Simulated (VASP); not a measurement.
## SiC: energy against volume

SiC (zinc blende, F-43m, 10.326 Å³/atom and stress up to 0.17 GPa in the relaxed cell, cube axes along x, y and z) under an equal strain ε along all three axes. r2SCAN in VASP (plane waves, PAW), 600 eV, 12×12×12 Γ-centred mesh, Gaussian smearing 0.05 eV; ions are relaxed, or left where forces stay under 0.02 eV/Å, within the symmetry of each cell.

Here V stands for volume and E for E less E0.

| volume (Å³/atom) | E less E0 (meV/atom) | pressure (GPa) |
|---|---|---|
| 9.7186 | 28.01 | 15.28 |
| 9.8681 | 15.55 | 11.05 |
| 10.0191 | 6.83 | 7.08 |
| 10.1717 | 1.69 | 3.34 |
| 10.3258 | 0.00 | -0.17 |
| 10.4815 | 1.58 | -3.47 |
| 10.6387 | 6.34 | -6.56 |
| 10.7975 | 14.10 | -9.46 |
| 10.9578 | 24.76 | -12.17 |
| 11.2833 | ? | ? |

Question: Fit E against V with the third-order Birch-Murnaghan form, a cubic in V^(-2/3), and predict the withheld value at V = 11.2833.

Answer: With u = V^(-2/3) - 0.211, the rows have u = 0.008582, 0.006359, 0.004170, 0.002012, -0.000112, -0.002206, -0.004268, -0.006300, -0.008301. Least squares gives E = 0.000 + 97.27·u + 370023·u² - 121752·u³. Residuals (row less fit): 0.000, 0.000, -0.001, -0.003, 0.006, -0.007, 0.005, -0.004, 0.001; standard error 0.005 (degrees of freedom: 5). Its minimum lies at u = -0.000131, so V0 = (0.210869)^(-3/2) = 10.33. There d²E/du² = 740100 and d³E/du³ = -730500, so B0 = (4/9) × 10.33^(-7/3) × 740100 × 0.160218 = 227 GPa (the last factor turns the table's units into GPa), and B0' = 4 + (2/3) × 0.210869 × (-730500)/740100 = 3.9. B0' rests on the cubic coefficient alone and has a standard error of 0.1 from these residuals. At the withheld row, u = -0.012219, so E = 0.000 + 97.27 × (-0.012219) + 370023 × (-0.012219)² - 121752 × (-0.012219)³ = 54.279 meV/atom. The calculation gives 54.23 meV/atom, 0.049 meV/atom below the prediction (0.1 % of the range of E in the table). The row lies outside the fitted rows, so this is an extrapolation. The scatter of the fitted rows lies at the last printed digit.

Other structures, which can take over under pressure, weren't tried. The same form fitted to the pressure column gives B0' = 3.9; series where the two differ by over 0.4 aren't shown. Rows are the converged runs of the series near zero and its far end, less any whose ions stayed unrelaxed beside relaxed ones; series whose fitted rows scatter by over a few per cent of the range, as at a crossing or softening among them, aren't shown in this form.
